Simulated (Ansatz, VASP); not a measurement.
# Sb (Antimony) in two plane-wave programs

One calculation is typed for both programs; each brings its own data sets. How far apart do they land? The cell is taken from a series of runs on this material, whose earlier steps may have relaxed, scaled, displaced or heated it; both programs get it as it stands.

Method: plane waves, with VASP 6.6.1 beside it; zone-centre phonons at PBEsol, in Ansatz 0.2.0.

## (1) The structure

The structure is trigonal, space group R-3m (No. 166). The conventional cell has a = 4.237 Å, b = 4.237 Å, c = 11.319 Å, α = 90.00°, β = 90.00°, γ = 120.00°. Nearest to Sb lie 3 Sb at 2.91 Å.

As a file:

```cif
data_structure
_symmetry_space_group_name_H-M 'R-3m:H'
_symmetry_Int_Tables_number 166
_cell_length_a 4.2366
_cell_length_b 4.2366
_cell_length_c 11.3185
_cell_angle_alpha 90.000
_cell_angle_beta 90.000
_cell_angle_gamma 120.000
_cell_volume 175.93
loop_
_atom_site_label
_atom_site_type_symbol
_atom_site_symmetry_multiplicity
_atom_site_Wyckoff_symbol
_atom_site_fract_x
_atom_site_fract_y
_atom_site_fract_z
_atom_site_occupancy
Sb1 Sb 6 c 0.33333 0.66667 0.90279 1
```

## (2) Ansatz: zone-centre phonons, PBEsol

Ansatz runs on its PAW soft_1 files.

Second derivatives magnify differences that forces hide, and they need a tight electronic threshold.

Input file input.yaml:

```yaml
crystal:
  lattice:
    - [2.1182853121, 1.2229925952, 3.7728342198]
    - [-2.1182853121, 1.2229925952, 3.7728342198]
    - [0.0, -2.4459851904, 3.7728342198]
  atoms:
    - { symbol: Sb, position: [0.236124311, 0.236124311, 0.236124311] }
    - { symbol: Sb, position: [0.763875689, 0.763875689, 0.763875689] }
kpoints:
  mp_grid: { grid: [12, 12, 12] }
hamiltonian:
  xc: pbesol
  pseudopotentials: { kind: paw, azcp: { folder: soft_1 }, xc_functional: pbe }
scf:
  occupations: { method: methfessel_paxton, width: 0.2 }
output:
  eigenvalues: true
phonons:
  method: dfpt
```

Command:

```
> ansatz run input.yaml --threads 4 --pin off --max-ram 10240MiB --backend cpu --events-out ev --progress --plain --runs-dir out
```

Numbers of over 12 decimals in the logs are rounded to 6 here.

The log of the run:

```text
Engine: ansatz 0.2.0, x86_64-unknown-linux-gnu
Pseudopotentials: kind: paw
Pseudopotential: Sb, paw, valence charge 15, recommended cutoff 420 eV (normal), soft_1/Sb.paw.azcp
Functional definition: PBEsol
  exchange = pbesol_x
  correlation = pbesol_c
Crystal: 2 atoms, lattice volume = 58.644 Å³
Basis set: ecut = 420 eV, 1165 PW (Γ), exchange–correlation on 64×64×64 points (8 copies of the dense FFT grid, shifted against one another)
Bands: 19, of which v1, the nominal top of the filled ones, is band 15 counted from 1 (14 counted from 0)
Symmetry: 12 space group operations
k-points: 476 of 1728 (irreducible under 2 space group operations, time reversal used)
Non-local potential: Sb, projectors of the file, l = 0: 2, l = 1: 2, l = 2: 2, l = 3: 1
PAW form: soft (Blöchl's): semilocal exchange-correlation on the pseudo side does not see the compensation charge
PAW frozen core: Sb, regenerated for the run's functional, and the local potential with it (the file was generated under x = pbe(κ = 0.804, μ = 0.219515), c = pbe(β = 0.066725))
PAW one-centre angular grid: Sb, 590 points (default); XC on 64 Gauss nodes
Initial density: superposition of atomic densities (chi_scale 0.1, normalization cell)
Initial wavefunctions: pseudopotential atomic-orbital guess
Functional: x = pbesol(κ = 0.804, μ = 0.123457), c = pbesol(β = 0.046)
SCF iter   1: F=—  HF=-12816.324597 eV  |F-HF|=—  |Δ(HF+E_count)|=         —  Δρ=1.50e-2  dr2=1.00e-1  ethr=3.10e-3  ⟨swp⟩=6.0  Hψ=47312  notcnv=0
preconditioner: auto → Kerker (q_TF=auto, 2.440 Å⁻¹)  [metal: Δε(μ)=0.016 eV  Ē_g=8.775 eV  σ=0.200 eV  W_gap=0.07  n_scr=14 (ndim 8)  ℏωp=15.3 eV  f_vac=0.000  D(μ)=0.34/eV (n_scr^D=0)]
SCF iter   2: F=—  HF=-12816.317229 eV  |F-HF|=—  |Δ(HF+E_count)|=   7.37e-3  S|Δr|=    0.00e0  Δρ=9.74e-3  dr2=4.41e-2  ethr=3.33e-4  ⟨swp⟩=1.0  Hψ=12852  notcnv=0
SCF iter   3: F=—  HF=-12816.312997 eV  |F-HF|=—  |Δ(HF+E_count)|=   4.23e-3  S|Δr|=    0.00e0  Δρ=1.20e-3  dr2=1.22e-3  ethr=1.47e-4  ⟨swp⟩=2.0  Hψ=16115  notcnv=0
SCF iter   4: F=—  HF=-12816.313102 eV  |F-HF|=—  |Δ(HF+E_count)|=   1.05e-4  S|Δr|=    0.00e0  Δρ=7.04e-4  dr2=2.27e-4  ethr=4.08e-6  ⟨swp⟩=2.0  Hψ=16194  notcnv=0
SCF iter   5: F=—  HF=-12816.312937 eV  |F-HF|=—  |Δ(HF+E_count)|=   1.65e-4  S|Δr|=    0.00e0  Δρ=2.55e-4  dr2=5.81e-5  ethr=7.56e-7  ⟨swp⟩=2.0  Hψ=16129  notcnv=0
SCF iter   6: F=—  HF=-12816.312955 eV  |F-HF|=—  |Δ(HF+E_count)|=   1.82e-5  S|Δr|=    0.00e0  Δρ=4.85e-5  dr2=1.99e-6  ethr=1.94e-7  ⟨swp⟩=2.0  Hψ=10652  notcnv=0
SCF iter   7: F=—  HF=-12816.312956 eV  |F-HF|=—  |Δ(HF+E_count)|=   3.86e-7  S|Δr|=    0.00e0  Δρ=7.86e-6  dr2=3.29e-8  ethr=6.64e-9  ⟨swp⟩=2.0  Hψ=16235  notcnv=0
SCF iter   8: F=—  HF=-12816.312956 eV  |F-HF|=—  |Δ(HF+E_count)|=   6.00e-9  S|Δr|=    0.00e0  Δρ=1.87e-6  dr2=4.16e-9  ethr=1.10e-10  ⟨swp⟩=2.2  Hψ=10718  notcnv=0
SCF iter   9: F=—  HF=-12816.312956 eV  |F-HF|=—  |Δ(HF+E_count)|=  5.38e-10  S|Δr|=    0.00e0  Δρ=6.68e-7  dr2=5.43e-10  ethr=1.39e-11  ⟨swp⟩=2.0  Hψ=11249  notcnv=0
SCF iter  10: F=—  HF=-12816.312956 eV  |F-HF|=—  |Δ(HF+E_count)|=  1.09e-11  S|Δr|=    0.00e0  Δρ=2.87e-7  dr2=6.02e-11  ethr=1.81e-12  ⟨swp⟩=3.0  Hψ=16588  notcnv=0
SCF iter  11: F=-12816.312956 eV  HF=-12816.312956 eV  |F-HF|=0.00e0  |Δ(HF+E_count)|=  1.09e-11  S|Δr|=    0.00e0  Δρ=1.04e-7  dr2=7.52e-12  ethr=1.00e-12  ⟨swp⟩=6.0  Hψ=42127  notcnv=0
SCF 1 converged in 11 iterations: F = -12816.312956 eV  dr2 = 7.52e-12
  greatest PAW one-centre occupation: 0.996 electrons in one spin orbital (limit 2), on the Sb atom at site 1 (counted from 0), in its partial waves of l = 2
DFPT response loops at Γ: preconditioner auto → Kerker (q_TF=auto, 2.440 Å⁻¹) (partly filled bands, converged f_vac=0.001); β = 1.00, the filter's whole step (`scf.mixing.beta` (0.50) is not read by the response loops under this deck's `scf.mixing.preconditioner`; to damp them name `kerker` or `kerker_dos`, under which they read `scf.mixing.beta`, and type it under 1.00, their step now; both keys bind the ground state too); Broyden in place of MSR1
SCF converged after 11 iterations
Stability not checked: this state was not tested for a lower state beside it, because cold or Methfessel-Paxton smearing, or corrected tetrahedra, fill the levels in a way that the test cannot read (fill_not_monotonic; see scf.lower_state_search)
Free energy (F): -12816.312956 eV
Harris-Foulkes:  -12816.312956 eV  (|F-HF|=0.00e0)
Internal energy: -12816.313948 eV  (E = F + TS)
E sigma→0 (E₀):  -12816.313204 eV
Entropy (-TS):   0.000992 eV (0.496 meV/atom)
Fermi energy:    10.565249 eV
--- Per-component energies (eV) ---
  E_band       = -322.426826
  E_kinetic    = 326.772565
  E_local      = -3115.206314  (includes V_loc(G=0)·N_el)
  E_nonlocal   = 782.696439
  E_hartree    = 1289.799443
  E_xc         = -196.972579
  E_vxc        = -182.289483  (∫ρ·V_xc dr)
  E_paw        = -8935.125171  (= ΣΔE_a)
  E_vpaw       = -713.999205  (= ΣTr[D̂ρ^β])
  E_aug_tail   = 0.000268  (compensation charges beyond the density's cutoff)
  E_ewald      = -2968.942310
  E_core_change = 0.663710  (= ΣΔE_core)
  E_smearing   = 0.000992  (= −TS)
  E_closure    = -0.000000  (closes the sum)
  Σ components = -12816.312956   (vs F -12816.312956, Δ=0.00e0)
--- Band table (eV; the first three rows and the last of 476) ---
  k-point 0: bands = [... 11 lower, 5.8616, 8.2381, 8.9240, 8.9240, 12.9393, 13.4086, 13.4086, 15.6073]
  k-point 1: bands = [... 11 lower, 5.5024, 8.3031, 8.9045, 9.0126, 12.9045, 13.1540, 13.1816, 15.3053]
  k-point 2: bands = [... 11 lower, 4.6565, 8.3689, 8.8598, 9.2490, 12.5490, 12.5820, 12.6248, 15.1633]
  k-point 475: bands = [... 11 lower, 1.2583, 9.4944, 9.4944, 10.4533, 10.7323, 10.7323, 11.7683, 17.6908]
--- Phonons (Γ-DFPT): 2 representative perturbations + reference, on 476 of 1728 k-points (Σ response iterations 6) ---
  k mesh reduced under 2 symmetry operations, with k and −k counted as one. Each operation leaves every solved perturbation unchanged. A smaller set is not used because it would not reduce the number of displacements times k-points to solve
  ASR residual: 4.130e-5 → 0.000e0 eV/Å²; symmetrization residual: 2.063e-5 eV/Å²
  ASR residual per site (eV/Å²): 4.13e-5 4.13e-5
  Γ frequencies (cm⁻¹): 0.00 0.00 0.00 108.88 108.88 135.57
  non-analytic LO–TO correction: not included (Born effective charges unavailable; polar crystals: no LO–TO splitting at Γ)
```

## (3) VASP: zone-centre phonons, PBEsol

The same cell, functional, mesh and smearing now go to VASP, with its own data sets.

Lines of VASP's logs that name or quote its potential files are left out, and so is its time.

Input file INCAR:

```
SYSTEM = Sb
PREC = Accurate
ENCUT = 500
EDIFF = 1E-08
NELM = 120
ISMEAR = 1
SIGMA = 0.2
LREAL = .FALSE.
ALGO = Normal
GGA = PS
NBANDS = 11
LORBIT = 11
LWAVE = .FALSE.
LCHARG = .FALSE.
ISIF = 2
IBRION = 8
LASPH = .TRUE.
GGA_COMPAT = .FALSE.
KPAR = 2
```

Input file POSCAR:

```
Sb
1.0
    2.1182853121      1.2229925952      3.7728342198
   -2.1182853121      1.2229925952      3.7728342198
    0.0000000000     -2.4459851904      3.7728342198
Sb
2
Direct
    0.2361243110      0.2361243110      0.2361243110
    0.7638756890      0.7638756890      0.7638756890
```

Input file KPOINTS:

```
Automatic mesh
0
Gamma
12 12 12
0 0 0
```

PAW data sets: Sb (PBE family, release 64).

Command:

```
> mpirun -np 2 vasp_std
```

The log of the run:

```text
[banner, memory and clock lines left out]
running    2 mpi-ranks, on    1 nodes
 distrk:  each k-point on    1 cores,    2 groups
 distr:  one band on    1 cores,    1 groups

 POSCAR found type information on POSCAR Sb
 POSCAR found :  1 types and       2 ions
|                                                                             |
|               ----> ADVICE to this user running VASP <----                  |
|                                                                             |
|     You enforced a specific xc type in the INCAR file but a different       |
|     [... a line on the potential file left out ...]
|     I HOPE YOU KNOW WHAT YOU ARE DOING!                                     |
|                                                                             |

 LDA part: xc-table for (Slater+PW92), standard interpolation
 POSCAR, INCAR and KPOINTS ok, starting setup
 FFT: planning ... GRIDC
 FFT: planning ... GRID_SOFT
 FFT: planning ... GRID
 WAVECAR not read
 entering main loop
       N       E                     dE             d eps       ncg     rms          rms(c)
DAV:   1     0.339102857978E+02    0.33910E+02   -0.35380E+03  4158   0.694E+02
DAV:   2    -0.731480096723E+01   -0.41225E+02   -0.40016E+02  5551   0.112E+02
DAV:   3    -0.910221341856E+01   -0.17874E+01   -0.17682E+01  5083   0.263E+01
DAV:   4    -0.911773429823E+01   -0.15521E-01   -0.15517E-01  4665   0.292E+00
DAV:   5    -0.911791508870E+01   -0.18079E-03   -0.18079E-03  4878   0.352E-01    0.297E+00
DAV:   6    -0.910804280361E+01    0.98723E-02   -0.20740E-03  4706   0.282E-01    0.179E+00
DAV:   7    -0.910197024572E+01    0.60726E-02   -0.52413E-03  4575   0.439E-01    0.535E-02
DAV:   8    -0.910200869365E+01   -0.38448E-04   -0.10936E-04  4767   0.762E-02    0.148E-02
DAV:   9    -0.910201490758E+01   -0.62139E-05   -0.91786E-06  4674   0.199E-02    0.480E-03
DAV:  10    -0.910201452158E+01    0.38600E-06   -0.67461E-07  4713   0.495E-03    0.161E-03
DAV:  11    -0.910201474290E+01   -0.22133E-06   -0.13183E-07  4704   0.197E-03    0.505E-04
DAV:  12    -0.910201475594E+01   -0.13031E-07   -0.10836E-08  3168   0.608E-04    0.142E-04
DAV:  13    -0.910201477327E+01   -0.17338E-07   -0.14059E-09  2406   0.272E-04    0.314E-05
DAV:  14    -0.910201477333E+01   -0.60822E-10   -0.15269E-10  2277   0.973E-05
   1 F= -.91020148E+01 E0= -.91023426E+01  d E =0.983454E-03
 Linear response reoptimize wavefunctions to high precision
DAV:   1    -0.910201477266E+01    0.67365E-09   -0.23480E-11  2532   0.411E-05
DAV:   2    -0.910201477267E+01   -0.72760E-11   -0.38461E-12  2253   0.183E-05
 Linear response DOF=           2
 Linear response progress:
  Degree of freedom:   1/  2
       N       E                     dE             d eps       ncg     rms          rms(c)
RMM:   1    -0.248360523514E-01   -0.24836E-01    0.23147E-02 38617   0.118E+00
RMM:   2    -0.244949604976E-01    0.34109E-03   -0.15913E-03 30142   0.239E-01    0.467E-02
RMM:   3    -0.244843621644E-01    0.10598E-04   -0.40390E-05 31754   0.385E-02    0.277E-02
RMM:   4    -0.245170459434E-01   -0.32684E-04   -0.17538E-05 31887   0.197E-02    0.233E-03
RMM:   5    -0.245256846432E-01   -0.86387E-05   -0.14736E-06 32559   0.355E-03    0.890E-04
RMM:   6    -0.245278918602E-01   -0.22072E-05   -0.72838E-08 32148   0.890E-04    0.294E-04
RMM:   7    -0.245270849672E-01    0.80689E-06    0.10831E-07 33160   0.208E-04    0.618E-05
RMM:   8    -0.245270313422E-01    0.53625E-07   -0.57613E-08 33650   0.488E-05    0.113E-05
RMM:   9    -0.245270155300E-01    0.15812E-07   -0.97221E-09 33697   0.151E-05    0.105E-06
RMM:  10    -0.245270106960E-01    0.48340E-08   -0.15798E-09 31950   0.500E-06    0.720E-07
 first order change of Fermi-energy  -0.14415E-04
 force on displaced ion       1 direction 1 :  -2.787  -0.000   0.000
 Linear response progress:
  Degree of freedom:   2/  2
       N       E                     dE             d eps       ncg     rms          rms(c)
RMM:   1    -0.263744091422E-01   -0.26374E-01    0.19926E-02  8144   0.120E+00
RMM:   2    -0.252402138484E-01    0.11342E-02   -0.15813E-03  6520   0.246E-01    0.498E-02
RMM:   3    -0.251561017962E-01    0.84112E-04   -0.42122E-05  6889   0.428E-02    0.305E-02
RMM:   4    -0.251115780769E-01    0.44524E-04   -0.28714E-05  6705   0.264E-02    0.763E-03
RMM:   5    -0.251275605425E-01   -0.15982E-04   -0.81379E-07  6969   0.535E-03    0.258E-03
RMM:   6    -0.251299378982E-01   -0.23774E-05   -0.37292E-08  6993   0.102E-03    0.807E-04
RMM:   7    -0.251284731977E-01    0.14647E-05    0.50571E-09  7089   0.342E-04    0.195E-04
RMM:   8    -0.251285110952E-01   -0.37898E-07    0.15990E-09  7207   0.559E-05    0.278E-05
RMM:   9    -0.251285252821E-01   -0.14187E-07   -0.10713E-10  7248   0.212E-05    0.119E-05
RMM:  10    -0.251285137312E-01    0.11551E-07    0.11117E-10  7268   0.833E-06    0.375E-06
RMM:  11    -0.251285154615E-01   -0.17302E-08    0.15844E-10  5853   0.377E-06    0.143E-06
 first order change of Fermi-energy  -0.14238E+01
 force on displaced ion       1 direction 3 :   0.000  -0.000  -4.302
 Linear response finished
```

From OUTCAR (step 3):

```text
ion  position               nearest neighbor table
   1  0.236  0.236  0.236-   2 2.91   2 2.91   2 2.91   2 3.29   2 3.29   2 3.29
   2  0.764  0.764  0.764-   1 2.91   1 2.91   1 2.91   1 3.29   1 3.29   1 3.29

  LATTYP: Found a trigonal (rhomboedric) cell.
 ALAT       =     4.4963453606
 COS(alpha) =     0.5561056859

 Subroutine GETGRP returns: Found 12 space group operations
 (whereof 12 operations were pure point group operations)

The static configuration has the point symmetry D_3d.

 Found    189 irreducible k-points:

   k-points           NKPTS =    189   k-points in BZ     NKDIM =    189   number of bands    NBANDS=     11

   dimension x,y,z NGX =    36 NGY =   36 NGZ =   36
   dimension x,y,z NGXF=    72 NGYF=   72 NGZF=   72

   ENCUT  =  500.0 eV  36.75 Ry    6.06 a.u.   8.20  8.20  8.20*2*pi/ulx,y,z

   NELECT =      10.0000    total number of electrons

 k-points in reciprocal lattice and weights: Automatic mesh
   0.00000000  0.00000000  0.00000000       0.001
   0.08333333  0.00000000  0.00000000       0.003
   0.16666667  0.00000000  0.00000000       0.003
   0.25000000  0.00000000  0.00000000       0.003
   0.33333333  0.00000000  0.00000000       0.003
   0.41666667  0.00000000  0.00000000       0.003
   0.50000000  0.00000000  0.00000000       0.002
   0.08333333  0.08333333  0.00000000       0.003
   0.16666667  0.08333333  0.00000000       0.007
[...]
-0.41666667  0.50000000  0.41666667       0.003
   0.50000000  0.50000000  0.50000000       0.001

 average (electrostatic) potential at core
       1 -85.3370       2 -85.3370

  Total        0.6851699      0.6851699      0.0607965      0.0000000     -0.0000000      0.0000000
  in kB       18.7189544     18.7189544      1.6609700      0.0000000     -0.0000000      0.0000000
  external PRESSURE =      13.0329596 kB  Pullay stress =       0.0000000 kB

  energy-cutoff  :      500.00
  volume of cell :       58.64
      direct lattice vectors                 reciprocal lattice vectors
     2.118285312  1.222992595  3.772834220     0.236039969  0.136277740  0.088350909
    -2.118285312  1.222992595  3.772834220    -0.236039969  0.136277740  0.088350909
     0.000000000 -2.445985190  3.772834220     0.000000000 -0.272555480  0.088350909

 POSITION                                       TOTAL-FORCE (eV/Angst)
 -----------------------------------------------------------------------------------
      0.00000      0.00000      2.67257         0.000000      0.000000      0.054418
      0.00000      0.00000      8.64593         0.000000      0.000000     -0.054418
 -----------------------------------------------------------------------------------
    total drift:                                0.000000      0.000000      0.000000

 Eigenvectors and eigenvalues of the dynamical matrix
 ----------------------------------------------------

   1 f  =    4.155905 THz    26.112320 2PiTHz  138.626064 cm-1    17.187434 meV
             X         Y         Z           dx          dy          dz
      0.000000  0.000000  2.672574    -0.000000   -0.000000    0.707107
      0.000000  0.000000  8.645929     0.000000   -0.000000   -0.707107

   2 f  =    3.345070 THz    21.017698 2PiTHz  111.579541 cm-1    13.834094 meV
             X         Y         Z           dx          dy          dz
      0.000000  0.000000  2.672574     0.000004   -0.707107    0.000000
      0.000000  0.000000  8.645929    -0.000004    0.707107   -0.000000

   3 f  =    3.345070 THz    21.017698 2PiTHz  111.579541 cm-1    13.834094 meV
             X         Y         Z           dx          dy          dz
      0.000000  0.000000  2.672574    -0.707107   -0.000004   -0.000000
      0.000000  0.000000  8.645929     0.707107    0.000004   -0.000000

   4 f  =    0.000000 THz     0.000000 2PiTHz    0.000002 cm-1     0.000000 meV
             X         Y         Z           dx          dy          dz
      0.000000  0.000000  2.672574    -0.378566   -0.591937    0.079359
      0.000000  0.000000  8.645929    -0.378566   -0.591937    0.079359

   5 f  =    0.000000 THz     0.000000 2PiTHz    0.000001 cm-1     0.000000 meV
             X         Y         Z           dx          dy          dz
      0.000000  0.000000  2.672574    -0.456029    0.225827   -0.490958
      0.000000  0.000000  8.645929    -0.456029    0.225827   -0.490958

   6 f/i=    0.000000 THz     0.000000 2PiTHz    0.000001 cm-1     0.000000 meV
             X         Y         Z           dx          dy          dz
      0.000000  0.000000  2.672574    -0.385649    0.314026    0.502655
      0.000000  0.000000  8.645929    -0.385649    0.314026    0.502655

 ELASTIC MODULI CONTR FROM IONIC RELAXATION (kBar)
 Direction    XX          YY          ZZ          XY          YZ          ZX
 --------------------------------------------------------------------------------
 XX        -233.2378   -155.2014   -201.5209     -0.0000     86.1186      0.0000
 YY        -155.2014   -233.2378   -201.5209     -0.0000    -86.1186      0.0000
 ZZ        -201.5209   -201.5209   -209.0967     -0.0000     -0.0000      0.0000
 XY          -0.0000     -0.0000     -0.0000    -39.0182     -0.0000     82.6876
 YZ          86.1186    -86.1186     -0.0000     -0.0000   -190.0760      0.0000
 ZX           0.0000      0.0000      0.0000     82.6876      0.0000   -175.2323
 --------------------------------------------------------------------------------
```

## (4) Side by side

Known differences besides the potentials themselves: the data sets hold 30 valence electrons in Ansatz (on its PAW soft_1 files) and 10 in VASP; the cutoff is 420 eV in Ansatz and 500 eV in VASP; Ansatz makes its cores anew for this functional, VASP keeps those of its PBE data sets. Total energies have different zeros and are not compared.

The two programs side by side:

```
                  quantity  Ansatz   VASP  difference
optical mode 1 to 2 (cm⁻¹)   108.9  111.6     -2.42 %
     optical mode 3 (cm⁻¹)   135.6  138.6     -2.20 %
```

Modes are paired by rising frequency, not by their patterns, so a pair may set unlike modes beside each other; they are those without the splitting of longitudinal modes.

## (5) What came out

```json
{
 "r.m.s. difference of the optical zone-centre modes, each program's sorted by frequency (zone-centre phonons, PBEsol)": "2.8 cm⁻¹",
 "difference in optical mode 1 to 2 (zone-centre phonons, PBEsol)": "-2.4 %"
}
```

**Reading.** The r.m.s. difference of the optical zone-centre modes, each program's sorted by frequency is 2.8 cm⁻¹ (zone-centre phonons, PBEsol). The data sets hold unlike numbers of valence electrons (30 in Ansatz and 10 in VASP), so part of the differences comes from the potentials. Among the rows given in per cent, the largest difference of the zone-centre phonons, PBEsol pair is in optical mode 1 to 2, -2.4 %. Such differences can come from data sets, numerical settings and the points named under the comparisons, not from the functional's error against experiment.

[Lines on the potential files, build, host, timing and source positions are cut from VASP's logs without a mark.]

[Logs are printed without paths, hosts, clocks, repeated set-up lines and the standing remarks that a program may print on its own settings, such as how far it seeks lower states.]

[Hosts, paths, dates, database ids (printed as entryN), source tags and the programs' standing remarks are cut or masked in the printed files.]
